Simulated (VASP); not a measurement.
Consider the following.

```
ZrS2
1.0
    1.79544    -3.10980     0.00000
    1.79544     3.10980     0.00000
    0.00000     0.00000     5.70332
Zr S
1 2
Direct
  0.00000   0.00000   0.00000
  0.33333   0.66667   0.24924
  0.66667   0.33333   0.75076
```

Computed with PBE GGA with D3 dispersion (zero damping), VASP's PBE PAW potentials (set 64) (plane waves; VASP). Numerical set-up: 520 eV cut-off, 7×7×4 Γ-centred mesh, Gaussian smearing of 0.050 eV, potentials Zr_sv S.

Problem. The ions and cell shape at fixed volume are relaxed. Which structure does the run end with?

Solution. 
```
ZrS2
1.0
    1.81129    -3.13724     0.00000
    1.81129     3.13724     0.00000
    0.00000     0.00000     5.60398
Zr S
1 2
Direct
  0.00000   0.00000   0.00000
  0.33333   0.66667   0.26056
  0.66667   0.33333   0.73944
```
Space group P-3m1 (164), at a tolerance of 0.03 Å.

Problem. How much energy does the relaxation gain?

Solution. The energy (σ→0) changes by -16.8 meV/atom, in 5 ionic steps.

```csv
step,E(σ→0) (eV),max force (eV/Å),pressure (GPa),volume (Å³)
1,-21.9584,0.758,6.61,63.69
2,-21.9976,0.286,4.22,63.69
3,-22.0052,0.035,2.63,63.69
4,-22.0083,0.015,2.46,63.69
5,-22.0087,0.005,2.36,63.69
```

The compound is ZrS2 in the 1T layered structure. This cell is one point of a volume scan, at 0.94 of the reference volume. Symmetry was kept, so distortions that lower it aren't found.
